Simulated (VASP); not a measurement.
**Si28BC27 (a cell with a defect): single point with HSE06**

Si28BC27 (a cell with a defect):

```
Si B C
1.0
     1.54659    8.03635    0.00000
    -7.73298   -2.67878    0.00000
     0.00000    0.00000   10.12658
Si B C
28 1 27
Direct
  0.33346 0.66681 0.93987
  0.19038 0.23872 0.93720
  0.61980 0.52522 0.93711
  0.04833 0.80980 0.93719
  0.47503 0.09482 0.93707
  0.90538 0.38038 0.93715
  0.76140 0.95178 0.93719
  0.52330 0.90448 0.43833
  0.38121 0.47715 0.43823
  0.81111 0.76209 0.43730
  0.23837 0.04940 0.43735
  0.66689 0.33359 0.43831
  0.09609 0.61928 0.43819
  0.95114 0.18934 0.43729
  0.28492 0.85949 0.68698
  0.14142 0.42623 0.68704
  0.57473 0.71599 0.68690
  0.00044 0.00062 0.68844
  0.43004 0.28902 0.68879
  0.85925 0.57091 0.68880
  0.71185 0.14173 0.68879
  0.28539 0.85819 0.18862
  0.14191 0.42734 0.18864
  0.57269 0.71465 0.18871
  0.00002 0.00001 0.18710
  0.42871 0.28659 0.18736
  0.85788 0.57133 0.18740
  0.71351 0.14224 0.18735
  0.33371 0.66727 0.74929
  0.19048 0.23569 0.74954
  0.62358 0.52539 0.74946
  0.04541 0.81057 0.74951
  0.47551 0.09888 0.74944
  0.90201 0.37732 0.74951
  0.76528 0.95549 0.74951
  0.52367 0.90487 0.25009
  0.38112 0.47642 0.25006
  0.81144 0.76192 0.24977
  0.23813 0.04961 0.24980
  0.66671 0.33340 0.24976
  0.09528 0.61894 0.25001
  0.95050 0.18862 0.24975
  0.28513 0.85969 0.49794
  0.14084 0.42590 0.49795
  0.57464 0.71536 0.49790
  0.00019 0.00031 0.50036
  0.42923 0.28714 0.50065
  0.85805 0.57133 0.50062
  0.71349 0.14250 0.50064
  0.28525 0.85876 0.00326
  0.14140 0.42666 0.00325
  0.57346 0.71485 0.00333
  0.00000 0.00008 0.00019
  0.42899 0.28667 0.00016
  0.85764 0.57112 0.00018
  0.71347 0.14242 0.00017
```

```
Program             : VASP 6.6.1
Task                : single point
Functional          : HSE06
Potentials or basis : VASP PAW PBE potentials, release 64 (Si, B, C)
Cutoff              : 400 eV
k mesh              : 1 × 1 × 1
Occupations         : gaussian, width 0.01 eV
Spin                : no spin polarisation
```

```json
{"Largest force": "0.200 eV/Å", "Band gap on the k mesh": "4.24 eV, direct"}
```

Forces in eV/Å, atoms in the order of the input:
```
Si  -0.005 -0.008  0.120
Si  -0.008  0.008  0.054
Si   0.001  0.005  0.049
Si   0.004  0.001  0.056
Si   0.001 -0.005  0.058
Si   0.001  0.003  0.045
Si  -0.010  0.002  0.053
Si   0.004 -0.005  0.047
Si  -0.013  0.006  0.068
Si   0.001  0.000  0.102
Si   0.001 -0.001  0.093
Si  -0.002  0.000  0.054
Si   0.014 -0.001  0.072
Si  -0.007 -0.005  0.101
Si  -0.122 -0.041 -0.139
Si   0.107 -0.087 -0.145
Si   0.041  0.127 -0.122
Si   0.010 -0.015 -0.088
Si  -0.030 -0.041 -0.073
Si  -0.018  0.037 -0.075
Si   0.061  0.000 -0.072
Si  -0.006  0.012 -0.097
Si   0.003  0.001 -0.108
Si  -0.004  0.007 -0.107
Si  -0.007 -0.003 -0.077
Si  -0.017  0.014 -0.112
Si   0.009  0.000 -0.122
Si   0.002 -0.021 -0.109
B    0.005  0.003  0.034
C    0.008  0.078 -0.003
C   -0.024 -0.014  0.014
C    0.093 -0.041  0.003
C    0.025 -0.024  0.015
C    0.010  0.022  0.012
C   -0.071 -0.050 -0.002
C    0.000  0.002 -0.003
C    0.002  0.001 -0.003
C   -0.037 -0.027  0.000
C    0.041 -0.010 -0.005
C   -0.001 -0.001 -0.003
C   -0.009  0.003  0.004
C   -0.016  0.046  0.000
C   -0.003  0.021  0.001
C   -0.012 -0.010 -0.001
C    0.015 -0.010  0.000
C    0.000  0.006  0.012
C    0.028 -0.007  0.015
C   -0.018 -0.014  0.018
C   -0.008  0.015  0.020
C   -0.024  0.021  0.062
C   -0.009 -0.022  0.071
C    0.017  0.011  0.061
C    0.000  0.006  0.043
C    0.003  0.000  0.036
C   -0.014 -0.001  0.036
C   -0.010  0.006  0.035
```

Levels at points of the mesh, in eV from the valence-band top:
| k point | band 108 | band 109 | band 110 | band 111 | band 112 | band 113 | band 114 | band 115 | band 116 | band 117 |
| --- | --- | --- | --- | --- | --- | --- | --- | --- | --- | --- |
| (0.00, 0.00, 0.00) | -0.80 | -0.80 | -0.15 | 0.00 | 0.00 | 4.24 | 4.25 | 4.28 | 4.33 | 4.34 |

Core levels (eV, on the scale of the bands):
| atom | levels |
| --- | --- |
| 1 Si | 1s -1771.1, 2s -125.0, 2p -81.0 |
| 2 Si | 1s -1771.9, 2s -125.6, 2p -81.6 |
| 3 Si | 1s -1771.9, 2s -125.6, 2p -81.6 |
| 4 Si | 1s -1771.9, 2s -125.6, 2p -81.6 |
| 5 Si | 1s -1771.9, 2s -125.6, 2p -81.6 |
| 6 Si | 1s -1771.9, 2s -125.6, 2p -81.6 |

Wall time 66 s on 8 MPI ranks on Intel(R) Xeon(R) Platinum 8488C (Sapphire Rapids), on a shared host, peak memory 0.37 GiB a rank.

Caveat: the cell is charged against a uniform background, so pressure and absolute levels hang on convention; the PAW data sets were made with another functional, which shifts forces and pressure a little.
